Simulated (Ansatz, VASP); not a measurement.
# Si2WN4: VASP beside Ansatz

One calculation is typed for both programs; each brings its own data sets. How far apart do they land? The cell is taken from a series of runs on this material, whose earlier steps may have relaxed, scaled, displaced or heated it; both programs get it as it stands.

Calculated with Ansatz 0.2.0; plane waves, with VASP 6.6.1 beside it; single point at PBE and single point at PBE, spin-orbit coupling.

**1. The starting structure**

The cell holds 7 atoms: 1 W, 4 N and 2 Si. Its edges and angles: a = 2.914 Å, b = 2.914 Å, c = 37.200 Å, α = 90.0°, β = 90.0°, γ = 120.0°. It derives from N4Si2W1. Vacuum lies along c.

**2. Ansatz: single point, PBE**

Ansatz runs on its PAW soft_1 files.

A single point gives forces, pressure and levels at one fixed geometry, so differences don't come from the geometry; what else differs is listed under the comparison.

File input.yaml:

```yaml
crystal:
  lattice:
    - [2.9139583244, 0.0, 0.0]
    - [-1.4569791622, 2.5235619345, 0.0]
    - [0.0, 0.0, 37.2]
  atoms:
    - { symbol: W, position: [0.0, 0.0, 0.5] }
    - { symbol: "N", position: [0.3333333333, 0.6666666667, 0.5337160717] }
    - { symbol: "N", position: [0.3333333333, 0.6666666667, 0.4662839283] }
    - { symbol: Si, position: [0.3333333333, 0.6666666667, 0.5806952339] }
    - { symbol: Si, position: [0.3333333333, 0.6666666667, 0.4193047661] }
    - { symbol: "N", position: [0.6666666667, 0.3333333333, 0.5942480184] }
    - { symbol: "N", position: [0.6666666667, 0.3333333333, 0.4057519816] }
  periodic: [true, true, false]
kpoints:
  mp_grid: { grid: [9, 9, 1] }
  band_path:
    path:
      - [0, 0, 0]
      - [0.5, 0, 0]
      - [0.3333333333333, 0.3333333333333, 0]
      - [0, 0, 0]
    npoints: 10
hamiltonian:
  xc: pbe
  pseudopotentials: { kind: paw, azcp: { folder: soft_1 } }
scf:
  occupations: { method: fermi_dirac, width: 0.02 }
  n_extra_bands: 6
output:
  eigenvalues: true
  forces: true
  stress: true
  write_density: true
  write_potential: true
  elf: true
  volumetric_format: npy
```

On the command line:

```console
ansatz run input.yaml --threads 3 --pin off --max-ram 92160MiB --backend cuda --events-out ev --progress --plain --runs-dir out --devices 1 --max-vram 13GiB
```

Numbers of over 12 decimals in the logs are rounded to 6 here.

The log of the run:

```text
scf.n_extra_bands = 6 over 21 filled bands (N_el = 42.0): the run solves 27 bands
GPUs: using 1 of 1 available (devices: 1).
Engine: ansatz 0.2.0, x86_64-unknown-linux-gnu
Pseudopotentials: kind: paw
Pseudopotential: W, paw, valence charge 14, recommended cutoff 420 eV (normal), soft_1/W.paw.azcp
Pseudopotential: N, paw, valence charge 5, recommended cutoff 420 eV (normal), soft_1/N.paw.azcp
Pseudopotential: Si, paw, valence charge 4, recommended cutoff 420 eV (normal), soft_1/Si.paw.azcp
Functional definition: PBE
  parameter kappa = 0.804
  parameter beta = 0.066725
  exchange = pbe_x(kappa = kappa, mu = beta*pi^2/3)
  correlation = pbe_c(beta = beta)
device memory: the entry about to start is reckoned to put 2.0 GiB on a device that reports 56.0 GiB free (of which the cap on the GPU budget leaves the run 13.0 GiB)
GPU FFT provider: cuFFT
GPU libraries: cuBLAS 13.8.2, cuFFT 12.4.0, cuSOLVER 12.3.4
Crystal: 7 atoms, lattice volume = 273.552 Å³
Basis set: ecut = 420 eV, 5309 PW (Γ), exchange–correlation on 40×40×500 points (8 copies of the dense FFT grid, shifted against one another)
Bands: 27, of which v1, the nominal top of the filled ones, is band 21 counted from 1 (20 counted from 0)
Symmetry: 12 space group operations
Space group: P-6m2 (ITA 187), of the structure as read, at distance tolerance 6.5e-5 Å
k-points: 12 of 81 (time reversal used)
Non-local potential: W, projectors of the file, l = 0: 3, l = 1: 2, l = 2: 2, l = 3: 1
Non-local potential: N, projectors of the file, l = 0: 2, l = 1: 2, l = 2: 1
Non-local potential: Si, projectors of the file, l = 0: 2, l = 1: 2, l = 2: 1
PAW form: soft (Blöchl's): semilocal exchange-correlation on the pseudo side does not see the compensation charge
PAW one-centre angular grid: W, 590 points (default); XC on 64 Gauss nodes
PAW one-centre angular grid: N, 110 points (default); XC on 64 Gauss nodes
PAW one-centre angular grid: Si, 110 points (default); XC on 64 Gauss nodes
Initial density: superposition of atomic densities (neutral atoms: chi_scale 0, normalization atom)
Initial wavefunctions: pseudopotential atomic-orbital guess
GPU buffer pool allocated for 100000 grid points (all kernels)
GPU transforms: local potential and band sums: pruned to the plane-wave sphere, on 20×20×250
Functional: x = pbe(κ = 0.804, μ = 0.219515), c = pbe(β = 0.066725)
SCF iter   1: F=—  HF=-13207.504449 eV  |F-HF|=—  |Δ(HF+E_count)|=         —  Δρ=9.32e-2  dr2=2.64e1  ethr=3.10e-3  ⟨swp⟩=15.2  Hψ=2991  notcnv=0
preconditioner: auto → Resta (q_TF=auto, 1.996 Å⁻¹)  ε∞=2.0  [insulator: Δε(μ)=2.292 eV  Ē_g=13.297 eV  σ=0.020 eV  W_gap=1.00  n_scr=22 (ndim 8)  ℏωp=13.1 eV  f_vac=0.709  D(μ)=0.00/eV (n_scr^D=0)  ε∞_Penn≈2.0  vacuum switching on, ρ_ref=1.3e-2 e/Å³]
SCF iter   2: F=—  HF=-13201.128676 eV  |F-HF|=—  |Δ(HF+E_count)|=    6.38e0  Δρ=4.38e-2  dr2=6.16e0  ethr=3.10e-3  ⟨swp⟩=5.8  Hψ=1394  notcnv=0  defer=24
SCF iter   3: F=—  HF=-13200.148290 eV  |F-HF|=—  |Δ(HF+E_count)|=   9.80e-1  Δρ=1.71e-2  dr2=6.97e-1  ethr=3.10e-3  ⟨swp⟩=4.8  Hψ=889  notcnv=0  defer=24
SCF iter   4: F=—  HF=-13200.044949 eV  |F-HF|=—  |Δ(HF+E_count)|=   1.03e-1  Δρ=8.04e-3  dr2=9.77e-2  ethr=1.66e-3  ⟨swp⟩=4.8  Hψ=592  notcnv=0  defer=12
SCF iter   5: F=—  HF=-13200.053153 eV  |F-HF|=—  |Δ(HF+E_count)|=   8.20e-3  Δρ=1.71e-3  dr2=1.58e-2  ethr=2.33e-4  ⟨swp⟩=3.8  Hψ=757  notcnv=0  defer=12
SCF iter   6: F=—  HF=-13200.050926 eV  |F-HF|=—  |Δ(HF+E_count)|=   2.23e-3  Δρ=4.88e-4  dr2=1.01e-3  ethr=3.76e-5  ⟨swp⟩=4.9  Hψ=837  notcnv=0  defer=12
SCF iter   7: F=—  HF=-13200.050601 eV  |F-HF|=—  |Δ(HF+E_count)|=   3.25e-4  Δρ=1.55e-4  dr2=1.23e-4  ethr=2.41e-6  ⟨swp⟩=4.0  Hψ=767  notcnv=0  defer=12
SCF iter   8: F=—  HF=-13200.050626 eV  |F-HF|=—  |Δ(HF+E_count)|=   2.56e-5  Δρ=5.76e-5  dr2=8.99e-6  ethr=2.92e-7  ⟨swp⟩=3.4  Hψ=691  notcnv=0  defer=12
SCF iter   9: F=—  HF=-13200.050661 eV  |F-HF|=—  |Δ(HF+E_count)|=   3.51e-5  Δρ=1.94e-5  dr2=1.38e-6  ethr=2.14e-8  ⟨swp⟩=3.2  Hψ=746  notcnv=0  defer=12
SCF iter  10: F=-13200.050661 eV  HF=-13200.050661 eV  |F-HF|=3.17e-9  |Δ(HF+E_count)|=   2.15e-7  Δρ=1.84e-6  dr2=5.28e-9  ethr=2.38e-10  ⟨swp⟩=29.8  Hψ=5017  notcnv=0
SCF 1 converged in 10 iterations: F = -13200.050661 eV  dr2 = 5.28e-9
  greatest PAW one-centre occupation: 0.999 electrons in one spin orbital (limit 2), on the W atom at site 0 (counted from 0), in its partial waves of l = 0
device memory: the entry about to start is reckoned to put 2.3 GiB on a device that reports 50.4 GiB free (of which the cap on the GPU budget leaves the run 13.0 GiB)
NSCF: frozen V_eff on 31 k-points, pencils in batches of 32, up to order 120
WARN: The output density's exchange-correlation potential varies sharply where the density is thin. Do not read a vacuum level from v_tot or v_xc, or from such a field of the output density. On a cell that repeats whose density bears no net charge and no dipole along the vacuum's axis use v_es (v_loc + v_h of the components); under efield.dipole_correction with no amplitude use v_es + v_field, which holds any externa [...]
SCF converged after 10 iterations
Free energy (F): -13200.050661 eV
Harris-Foulkes:  -13200.050661 eV  (|F-HF|=3.17e-9)
Internal energy: -13200.050661 eV  (E = F + TS)
E sigma→0 (E₀):  -13200.050661 eV
Fermi energy:    -4.095876 eV
--- Per-component energies (eV) ---
  E_band       = -858.682295
  E_kinetic    = 1034.301614
  E_local      = -146439.286522  (includes V_loc(G=0)·N_el)
  E_nonlocal   = 155.699204
  E_hartree    = 72635.530822
  E_xc         = -622.254325
  E_vxc        = -633.499107  (∫ρ·V_xc dr)
  E_paw        = -10113.680315  (= ΣΔE_a)
  E_vpaw       = -246.971149  (= ΣTr[D̂ρ^β])
  E_aug_tail   = 0.003757  (compensation charges beyond the density's cutoff)
  E_ewald      = 70149.635103
  E_smearing   = -0.000000  (= −TS)
  E_closure    = -0.000000  (closes the sum)
  Σ components = -13200.050661   (vs F -13200.050661, Δ=0.00e0)
--- Forces (eV/Å), atoms counted from 1 ---
  atom   1  W      0.00000000     0.00000000     0.00000000
  atom   2  N     -0.00000000    -0.00000000    -0.00097916
  atom   3  N     -0.00000000    -0.00000000     0.00097916
  atom   4  Si    -0.00000000    -0.00000000    -0.00134499
  atom   5  Si    -0.00000000    -0.00000000     0.00134499
  atom   6  N     -0.00000000     0.00000000     0.00268178
  atom   7  N     -0.00000000     0.00000000    -0.00268178
  max |Σ_I F_I| component: 4.95e-16 eV/Å
--- 2D stress c σ (N/m, compression-positive) ---
        0.022687      -0.000000       0.000000
        0.000000       0.022687       0.000000
        0.000000       0.000000       0.000000
  P = ½ c Tr σ = 0.0227 N/m
--- Band table (eV; the first three rows and the last of 12) ---
  k-point 0: bands = [... 17 lower, -7.8826, -7.8826, -7.7439, -5.1134, -2.2234, -2.2234, -1.5604, -1.5468, ... 2 higher]
  k-point 1: bands = [... 17 lower, -8.1521, -8.1180, -7.5678, -5.3796, -2.4401, -2.2165, -1.7345, -1.2029 (-1.2029°), ... 2 higher]
  k-point 2: bands = [... 17 lower, -8.6335, -8.5108, -7.6583, -6.1475, -2.2532, -2.1161, -1.5333, -0.4653, ... 2 higher]
  k-point 11: bands = [... 17 lower, -8.5114, -7.9058, -7.6158, -5.4169, -3.0645, -0.4997, -0.0416, 0.2027, ... 2 higher]
  ° read free of the cell's end (the report's vacuum.weakly_bound_levels)
```

In the SCF lines HF is the Harris–Foulkes energy and dr2 the Hartree energy of the density residual, in eV; the loop may stop once dr2 is under the threshold and the program's other checks hold. Hψ counts applications of the Hamiltonian.

**3. VASP: single point, PBE**

The same cell, functional, mesh and smearing now go to VASP, with its own data sets.

Lines of VASP's logs that name or quote its potential files are left out, and so is its time.

File INCAR:

```
SYSTEM = Si2WN4
PREC = Accurate
ENCUT = 520
EDIFF = 1E-06
NELM = 120
ISMEAR = -1
SIGMA = 0.02
LREAL = .FALSE.
ALGO = Normal
GGA = PE
NBANDS = 24
LASPH = .TRUE.
LORBIT = 11
LWAVE = .FALSE.
LCHARG = .FALSE.
ISIF = 2
LDIPOL = .TRUE.
IDIPOL = 3
DIPOL = 0.5 0.5 0.5
LVHAR = .TRUE.
GGA_COMPAT = .FALSE.
EFERMI = MIDGAP
NELMDL = -8
KPAR = 2
```

File POSCAR:

```
Si2WN4
1.0
    2.9139583244      0.0000000000      0.0000000000
   -1.4569791622      2.5235619345      0.0000000000
    0.0000000000      0.0000000000     37.2000000000
W N Si
1 4 2
Direct
    0.0000000000      0.0000000000      0.5000000000
    0.3333333333      0.6666666667      0.5337160717
    0.3333333333      0.6666666667      0.4662839283
    0.6666666667      0.3333333333      0.5942480184
    0.6666666667      0.3333333333      0.4057519816
    0.3333333333      0.6666666667      0.5806952339
    0.3333333333      0.6666666667      0.4193047661
```

File KPOINTS:

```
Automatic mesh
0
Gamma
9 9 1
0 0 0
```

Potentials, in the order of the species: W, N and Si (PBE family, release 64).

On the command line:

```console
mpirun -np 2 vasp_std
```

The log of the run:

```text
[banner, memory and clock lines left out]
running    2 mpi-ranks, on    1 nodes
 distrk:  each k-point on    1 cores,    2 groups
 distr:  one band on    1 cores,    1 groups

 POSCAR found type information on POSCAR W N Si
 POSCAR found :  3 types and       7 ions
 LDA part: xc-table for (Slater+PW92), standard interpolation
 POSCAR, INCAR and KPOINTS ok, starting setup
 FFT: planning ... GRIDC
 FFT: planning ... GRID_SOFT
 FFT: planning ... GRID
 WAVECAR not read
 entering main loop
       N       E                     dE             d eps       ncg     rms          rms(c)
DAV:   1     0.291731286161E+03    0.29173E+03   -0.13485E+04   592   0.110E+03
DAV:   2    -0.283794219859E+02   -0.32011E+03   -0.30329E+03   864   0.263E+02
DAV:   3    -0.719295492320E+02   -0.43550E+02   -0.43226E+02   752   0.110E+02
DAV:   4    -0.733173180825E+02   -0.13878E+01   -0.13801E+01   760   0.240E+01
DAV:   5    -0.733607786330E+02   -0.43461E-01   -0.43433E-01   736   0.379E+00
DAV:   6    -0.733627500692E+02   -0.19714E-02   -0.19710E-02   816   0.859E-01
DAV:   7    -0.733628068274E+02   -0.56758E-04   -0.56758E-04   784   0.132E-01
DAV:   8    -0.733628092470E+02   -0.24196E-05   -0.24194E-05   760   0.254E-02    0.405E+01
DAV:   9    -0.641345062962E+02    0.92283E+01   -0.38228E+01   736   0.362E+01    0.131E+01
DAV:  10    -0.639807968308E+02    0.15371E+00   -0.32507E+00   792   0.127E+01    0.113E+01
DAV:  11    -0.638386523221E+02    0.14214E+00   -0.26522E-01   848   0.479E+00    0.161E+00
DAV:  12    -0.638396746821E+02   -0.10224E-02   -0.79847E-02   776   0.185E+00    0.888E-01
DAV:  13    -0.638386270407E+02    0.10476E-02   -0.30475E-03   776   0.457E-01    0.790E-01
DAV:  14    -0.638369713605E+02    0.16557E-02   -0.28467E-03   768   0.295E-01    0.201E-01
[...]
DAV:  21    -0.638369364000E+02   -0.57738E-04   -0.18205E-06   632   0.491E-03    0.507E-03
DAV:  22    -0.638369857583E+02   -0.49358E-04   -0.33640E-06   632   0.674E-03    0.190E-03
DAV:  23    -0.638370212094E+02   -0.35451E-04   -0.10416E-06   576   0.385E-03    0.116E-03
DAV:  24    -0.638370349926E+02   -0.13783E-04   -0.45278E-07   544   0.259E-03    0.669E-04
DAV:  25    -0.638370431036E+02   -0.81109E-05   -0.32924E-07   528   0.198E-03    0.427E-04
DAV:  26    -0.638370455340E+02   -0.24305E-05   -0.96539E-08   552   0.102E-03    0.288E-04
DAV:  27    -0.638370474379E+02   -0.19039E-05   -0.89010E-08   488   0.118E-03    0.470E-04
DAV:  28    -0.638370481960E+02   -0.75808E-06   -0.36467E-08   560   0.735E-04
   1 F= -.63837048E+02 E0= -.63837048E+02  d E =0.000000E+00
```

From OUTCAR (step 3):

```text
ion  position               nearest neighbor table
   1  0.000  0.000  0.500-   2 2.10   3 2.10   2 2.10   3 2.10   2 2.10   3 2.10
   2  0.333  0.667  0.534-   6 1.75   1 2.10   1 2.10   1 2.10
   3  0.333  0.667  0.466-   7 1.75   1 2.10   1 2.10   1 2.10
   4  0.667  0.333  0.594-   6 1.76   6 1.76   6 1.76
   5  0.667  0.333  0.406-   7 1.76   7 1.76   7 1.76
   6  0.333  0.667  0.581-   2 1.75   4 1.76   4 1.76   4 1.76
   7  0.333  0.667  0.419-   3 1.75   5 1.76   5 1.76   5 1.76

  LATTYP: Found a hexagonal cell.
 ALAT       =     2.9139583244
 C/A-ratio  =    12.7661400263

 Subroutine GETGRP returns: Found 12 space group operations
 (whereof 12 operations were pure point group operations)

The static configuration has the point symmetry D_3h.

 Found     12 irreducible k-points:

   k-points           NKPTS =     12   k-points in BZ     NKDIM =     12   number of bands    NBANDS=     24

   dimension x,y,z NGX =    24 NGY =   24 NGZ =  280
   dimension x,y,z NGXF=    48 NGYF=   48 NGZF=  560

   ENCUT  =  520.0 eV  38.22 Ry    6.18 a.u.   5.42  5.42 69.17*2*pi/ulx,y,z

   NELECT =      34.0000    total number of electrons

 k-points in reciprocal lattice and weights: Automatic mesh
   0.00000000  0.00000000  0.00000000       0.012
   0.11111111  0.00000000  0.00000000       0.074
   0.22222222 -0.00000000  0.00000000       0.074
   0.33333333  0.00000000  0.00000000       0.074
   0.44444444 -0.00000000  0.00000000       0.074
   0.11111111  0.11111111  0.00000000       0.074
   0.22222222  0.11111111  0.00000000       0.148
   0.33333333  0.11111111  0.00000000       0.148
   0.44444444  0.11111111  0.00000000       0.074
   0.22222222  0.22222222  0.00000000       0.074
   0.33333333  0.22222222  0.00000000       0.148
   0.33333333  0.33333333  0.00000000       0.025

 dipolmoment           0.000000      0.000000      0.000000 electrons x Angstroem

 average (electrostatic) potential at core
       1 -47.8145       2 -70.5396       3 -70.5396       4 -70.6638       5 -70.6638
       6 -92.0415       7 -92.0415

 E-fermi :  -0.6872

 k-point     1 :       0.0000    0.0000    0.0000
  band No.  band energies     occupation
    ...
     13      -5.6203      2.00000
     14      -4.4382      2.00000
     15      -4.4382      2.00000
     16      -4.3073      2.00000
     17      -1.7101      2.00000
     18       1.1872      0.00000
     19       1.1872      0.00000
     20       1.8463      0.00000
     21       1.8463      0.00000
     22       1.8882      0.00000
    ...

 k-point     2 :       0.1111    0.0000    0.0000
  band No.  band energies     occupation
    ...
     13      -5.5983      2.00000
     14      -4.7118      2.00000
     15      -4.6766      2.00000
     16      -4.1305      2.00000
     17      -1.9757      2.00000
     18       0.9765      0.00000
     19       1.1911      0.00000
     20       1.6693      0.00000
     21       2.1889      0.00000
     22       2.6403      0.00000
    ...

 k-point     3 :       0.2222   -0.0000    0.0000
  band No.  band energies     occupation
    ...
     13      -5.2077      2.00000
     14      -5.1971      2.00000
     15      -5.0841      2.00000
     16      -4.2219      2.00000
     17      -2.7412      2.00000
     18       1.1561      0.00000
     19       1.2811      0.00000
     20       1.8778      0.00000
     21       2.9217      0.00000
     22       3.0122      0.00000
    ...

  Total       -0.1122233     -0.1122233     -0.0081355      0.0000000      0.0000000      0.0000000
  in kB       -0.6572843     -0.6572843     -0.0476493      0.0000000      0.0000000      0.0000000
  external PRESSURE =      -0.4540726 kB  Pullay stress =       0.0000000 kB

  energy-cutoff  :      520.00
  volume of cell :      273.55
      direct lattice vectors                 reciprocal lattice vectors
     2.913958324  0.000000000  0.000000000     0.343175807  0.198132645  0.000000000
    -1.456979162  2.523561934  0.000000000     0.000000000  0.396265289  0.000000000
     0.000000000  0.000000000 37.200000000     0.000000000  0.000000000  0.026881720

 POSITION                                       TOTAL-FORCE (eV/Angst)
 -----------------------------------------------------------------------------------
      0.00000      0.00000     18.60000        -0.000000      0.000000      0.000000
     -0.00000      1.68237     19.85424         0.000000      0.000000      0.056761
     -0.00000      1.68237     17.34576         0.000000      0.000000     -0.056761
      1.45698      0.84119     22.10603        -0.000000     -0.000000     -0.012363
      1.45698      0.84119     15.09397        -0.000000     -0.000000      0.012363
     -0.00000      1.68237     21.60186         0.000000     -0.000000      0.000202
     -0.00000      1.68237     15.59814        -0.000000      0.000000     -0.000202
 -----------------------------------------------------------------------------------
    total drift:                               -0.000000      0.000000     -0.000000

  FREE ENERGIE OF THE ION-ELECTRON SYSTEM (eV)
  ---------------------------------------------------
  free  energy   TOTEN  =       -63.8370481960 eV

  energy  without entropy=      -63.8370481960  energy(sigma->0) =      -63.83704820

 vacuum level on the upper side and lower side of the slab         3.435         3.435

 total charge
# of ion       s       p       d       tot
------------------------------------------
    1        0.601   0.888   4.337   5.826
    2        1.235   2.586   0.000   3.821
    3        1.235   2.586   0.000   3.821
    4        1.225   2.673   0.000   3.898
    5        1.225   2.673   0.000   3.898
    6        0.680   0.956   0.000   1.636
    7        0.680   0.956   0.000   1.636
--------------------------------------------------
tot          6.882  13.318   4.337  24.537

[... 3 further parts left out ...]
```

This run has no spin polarisation, so a moment on W, if there is one, isn't seen. The data set W keeps the semicore shell frozen, which is cheaper and a little less accurate.

**4. Differences**

Known differences besides the potentials themselves: Ansatz cuts the interaction across the vacuum, VASP repeats the sheet with a dipole correction; the data sets hold 42 valence electrons in Ansatz (on its PAW soft_1 files) and 34 in VASP; the cutoff is 420 eV in Ansatz and 520 eV in VASP. Total energies have different zeros and are not compared.

The two programs side by side:

| quantity | Ansatz | VASP | difference |
| --- | --- | --- | --- |
| gap on the k mesh (eV) | 2.049 | 2.046 | +0.003 |

At this near-relaxed geometry the largest component of a force difference is 58 meV/Å. A gap on the mesh is an upper bound, since the band edges may lie between its points; neither run holds spin-orbit coupling, which can move the band edges of a compound of W. With vacuum in the cell, a pressure given here is an average over mostly empty space and none of the material.

**5. Further runs**

Further runs change the set-up of one program: Ansatz's method, potentials or start, or VASP's data sets, cutoff or form of LDA. The table gives Ansatz less VASP for each quantity, since a change that brings one quantity closer may part another.

| run | r.m.s. force difference (meV/Å) | gap on the k mesh (eV) |
| --- | --- | --- |
| as above | 18 | 0.0031 |
| VASP with the data sets W_sv, N and Si | 33 | 0.0011 |

[end of part 1 of 2]

[Lines on the potential files, build, host, timing and source positions are cut from VASP's logs without a mark.]

[Logs are printed without paths, hosts, clocks, repeated set-up lines and the standing remarks that a program may print on its own settings, such as how far it seeks lower states.]

[Hosts, paths, dates, database ids (printed as entryN), source tags and the programs' standing remarks are cut or masked in the printed files.]
